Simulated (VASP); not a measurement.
Given:

```
CELL_PARAMETERS angstrom
      2.70895     0.00000     0.00000
     -1.35448     2.34602     0.00000
      0.00000     0.00000     4.26555
ATOMIC_POSITIONS crystal
  Ru 0.66667 0.33333 0.75000
  Ru 0.33333 0.66667 0.25000
```

Computed with r2SCAN meta-GGA, VASP's PBE PAW potentials (set 64) (plane waves; VASP). Run with PREC = Normal, EDIFF = 1E-5, 400 eV cut-off, 17×17×10 Γ-centred mesh, first-order Methfessel-Paxton smearing of 0.10 eV, potentials Ru_pv.

Q: What does the run give for the energy per atom (σ→0), band gap (on the k-mesh) with the smallest direct gap where there is one?

A: 
```json
{
 "band gap (on the k-mesh)": "none (metal, semimetal or under 0.01 eV)",
 "energy per atom (σ→0)": "-25.424 eV/atom"
}
```

Only differences to runs with the same potentials and settings are physical.

The compound is Ru in the hcp structure. It was relaxed first.
